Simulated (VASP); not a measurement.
Crystal: ScSi2.

```
CELL_PARAMETERS angstrom
3.66000 0.00000 0.00000
-1.83000 3.16965 0.00000
0.00000 0.00000 3.87000
ATOMIC_POSITIONS crystal
Sc 0.00000 0.00000 0.00000
Si 0.66667 0.33333 0.50000
Si 0.33333 0.66667 0.50000
```

Program: VASP 6.6.1. Alike in all runs: potentials or basis VASP PAW PBE potentials, release 64 (Sc_sv, Si); no spin polarisation; cell as given. Hardware: 1 thread of Intel(R) Xeon(R) Platinum 8559C (Emerald Rapids), on a shared host.

Order these runs on this cell by their wall time, lowest first.
A. task single point; level PBEsol; k mesh 8 × 8 × 7; cutoff (eV) 520; smearing gaussian 0.02 eV
B. task optical spectrum; level PBEsol+D3; k mesh 8 × 8 × 7; cutoff (eV) 520; smearing gaussian 0.01 eV
C. task density of states; level r2SCAN+D3(BJ); k mesh 10 × 10 × 9; cutoff (eV) 450; smearing tetrahedron; other keys k = 10 × 10 × 9; ENCUT = 450

A (20 s), B (61 s), C (150 s).

Caveats: spectra need much finer meshes, so this one isn't converged (some runs); independent-particle spectra lack excitons (some runs); the intraband (Drude) part of a metal's response may be missing (some runs).

Runs at the PBE level aren't shown here.
